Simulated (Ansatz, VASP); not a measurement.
## GaF in VASP and in Ansatz

```
Ga F
1.0
     3.16592    0.00000    0.00000
     0.00000    3.16592    0.00000
     0.00000    0.00000    3.16592
Ga F
1 1
Direct
  0.00000 0.00000 0.00000
  0.50000 0.50000 0.50000
```

The cell was built by a generator and needn't be a form met in nature.

Alike in both runs: functional r2SCAN; k mesh 8 × 8 × 8; occupations fermi-dirac, width 0.05 eV; no spin polarisation.

```csv
,VASP,Ansatz
version,VASP 6.6.1,Ansatz 0.2.0
potentials or method,"VASP PAW PBE potentials, release 64 (Ga_d, F)",Ansatz PAW
plane-wave cutoff (eV),520,500
valence electrons in the cell,20,20
task,single point,band structure
```

|  | VASP | Ansatz | Ansatz less VASP |
| --- | --- | --- | --- |
| gap on the k mesh at the Fermi level (eV) | 0.53 | 0.52 | -0.010 |
| least direct gap on the mesh (eV) | 1.46 | 1.46 | +0.003 |
| pressure (GPa) | -2.0 | -1.9 | +0.13 |

Caveats: the PAW data sets were made with another functional, which shifts forces and pressure a little (VASP); the PAW data sets come from PBE, with cores solved anew for the run's functional, which leaves a small shift of forces and pressure (Ansatz). A k mesh can miss the band edges. r2SCAN opens gaps a little over a GGA but as a rule still falls short of measured ones.
